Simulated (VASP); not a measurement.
The input files of a VASP run:

File POSCAR:
```
LaN
1
    3.1422690000    -2.2963250000     0.0000000000
    3.1422690000     2.2963250000     0.0000000000
   -1.1405290000     0.0000000000     6.7864240000
La N
2 2
Direct
  0.0000000000   0.5000000000   0.0000000000
  0.5000000000   0.0000000000   0.5000000000
  0.5816000000   0.4184000000   0.2500000000
  0.4184000000   0.5816000000   0.7500000000
```

### INCAR
```
SYSTEM  =  LaN
PREC  =  Accurate; ENCUT  =  520; LREAL  =  .FALSE.
LASPH  =  .TRUE.
EDIFF  =  1E-6; NELM  =  100; ALGO  =  Normal
LMAXMIX  =  6
ISMEAR  =  0; SIGMA  =  0.05
GGA  =  PE
ISIF  =  2
LWAVE  =  .FALSE.; LCHARG  =  .FALSE.
```

File KPOINTS:
```
K-points
0
gamma
  9 9 4
```

POTCAR, in this order: La N (PBE.64 set). Program: vasp_std.

Write an equivalent input for Quantum ESPRESSO's pw.x.

One equivalent input (not run):
```
&CONTROL
  calculation = 'scf'
  pseudo_dir = './pseudo'
  outdir = './out'
  tprnfor = .true.
  tstress = .true.
/
&SYSTEM
  ibrav = 0
  nat = 4
  ntyp = 2
  ecutwfc = 110
  occupations = 'smearing'
  smearing = 'gaussian'
  degauss = 0.003675
  input_dft = 'pbe'
/
&ELECTRONS
  conv_thr = 7.3e-08
  electron_maxstep = 100
/
ATOMIC_SPECIES
  La 138.905 La.upf
  N 14.007 N.upf
CELL_PARAMETERS angstrom
     3.1422690   -2.2963250    0.0000000
     3.1422690    2.2963250    0.0000000
    -1.1405290    0.0000000    6.7864240
ATOMIC_POSITIONS crystal
  La   0.0000000  0.5000000  0.0000000
  La   0.5000000  0.0000000  0.5000000
  N    0.5816000  0.4184000  0.2500000
  N    0.4184000  0.5816000  0.7500000
K_POINTS automatic
  9 9 4 0 0 0
```
The two are equivalent in intent, not identical: the potentials are each code's own (VASP's PAW set, PseudoDojo norm-conserving files in pw.x), so ENCUT and ecutwfc are chosen apart and not converted; conv_thr bounds pw.x's estimated SCF error, while EDIFF bounds the energy change between steps.

The structure was generated: LaN was put into the tenorite type (C2/c), which need not be its known phase. The cell was not relaxed at this level. The run is one of a series of settings (KPOINTS 9×9×4 Γ-centred mesh against the base run), some of them coarse on purpose.
